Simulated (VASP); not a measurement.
An input for Quantum ESPRESSO's pw.x (written as the equivalent of a VASP run, and not itself run):

```
&CONTROL
  calculation = 'vc-relax'
  pseudo_dir = './pseudo'
  outdir = './out'
  tprnfor = .true.
  tstress = .true.
  nstep = 60
  forc_conv_thr = 0.00078
/
&SYSTEM
  ibrav = 0
  nat = 4
  ntyp = 2
  ecutwfc = 96
  occupations = 'smearing'
  smearing = 'methfessel-paxton'
  degauss = 0.00735
  input_dft = 'pbesol'
  nspin = 2
  starting_magnetization(1) = 0.4
/
&ELECTRONS
  conv_thr = 7.3e-08
  electron_maxstep = 100
/
&IONS
/
&CELL
/
ATOMIC_SPECIES
  Mn 54.938 Mn.upf
  O 15.999 O.upf
CELL_PARAMETERS angstrom
     3.8724726    0.0000000   -0.0000000
    -0.0000000    3.8724726    0.0000000
    -0.0000000    0.0000000    3.0636440
ATOMIC_POSITIONS crystal
  Mn   0.5000000  0.0000000  0.0637461
  Mn   0.0000000  0.5000000  0.9362539
  O    0.0000000  1.0000000  0.0000000
  O    0.5000000  0.5000000  0.0000000
K_POINTS automatic
  7 7 9 0 0 0
```

Write the VASP files for the same calculation (PBEsol).

Several could match; the one computed here: 
### POSCAR
```
MnO
1.0
  3.8724726444   0.0000000000   0.0000000000
  0.0000000000   3.8724726444   0.0000000000
  0.0000000000   0.0000000000   3.0636439565
Mn O
2 2
Cartesian
  1.9362363222   0.0000000000   0.1952952168
  0.0000000000   1.9362363222   2.8683487397
  0.0000000000   3.8724726444   0.0000000000
  1.9362363222   1.9362363222   0.0000000000
```

KPOINTS:
```
K-points
0
Gamma
7 7 9
```

INCAR:
```
# general
SYSTEM =MnO
PREC   =Accurate
ENCUT  =520
LREAL  =F
LASPH  =T

# electronic loop
EDIFF  =1E-6
NELM   =100
ALGO   =Normal
LMAXMIX=4

# smearing
ISMEAR =1
SIGMA  =0.1

# functional
GGA    =PS

# spin
ISPIN  =2
MAGMOM =4.0 4.0 0.0 0.0

# ions
IBRION =2
NSW    =60
ISIF   =3
EDIFFG =-0.02

# output
LWAVE  =F
LCHARG =F
LORBIT =10
```

POTCAR, in this order: Mn_pv O (PBE.64 set). Program: vasp_std.

The two are equivalent in intent, not identical: the potentials are each code's own (VASP's PAW set, PseudoDojo norm-conserving files in pw.x), so ENCUT and ecutwfc are chosen apart and not converted; conv_thr bounds pw.x's estimated SCF error, while EDIFF bounds the energy change between steps; starting_magnetization is a fraction of the valence charge and MAGMOM a moment in μB, so they match only roughly; forc_conv_thr acts on force components and is met together with etot_conv_thr.

The structure was generated: MnO was put into the litharge type (P4/nmm), which need not be its known phase. This run relaxes it. Symmetry was kept, so distortions that lower it aren't found. The start is the result of an earlier pass.
